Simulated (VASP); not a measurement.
Here is the system:

```yaml
crystal:
  lattice:
    - [4.15120, 0.00000, 0.00000]
    - [-2.07560, 3.59505, 0.00000]
    - [0.00000, 0.00000, 7.35688]
  atoms:
    - { symbol: Pb, position: [0.00000, 0.00000, 0.00000] }
    - { symbol: Pb, position: [0.00000, 0.00000, 0.50000] }
    - { symbol: S, position: [0.33333, 0.66667, 0.25000] }
    - { symbol: S, position: [0.66667, 0.33333, 0.75000] }
```

Method: PBE GGA, VASP's PBE PAW potentials (set 64) (plane waves; VASP). Run with 400 eV cut-off, 10×10×5 Γ-centred mesh, tetrahedra with Blöchl corrections, potentials Pb_d S.

The cores are frozen, which limits the accuracy of field gradients.

Q: Give the principal components of the electric field gradient (V/Å²) and the asymmetry η at each nucleus.

A: 
```
atom    Vxx    Vyy    Vzz     η
----  -----  -----  -----  ----
Pb1    21.7   21.7  -43.4  0.00
Pb2    21.7   21.7  -43.4  0.00
S3    -12.0  -12.0   23.9  0.00
S4    -12.0  -12.0   23.9  0.00
```

The structure was generated: PbS was put into the NiAs type type (P6_3/mmc), which need not be its known phase. It was relaxed first, which changed the volume by +43 %.
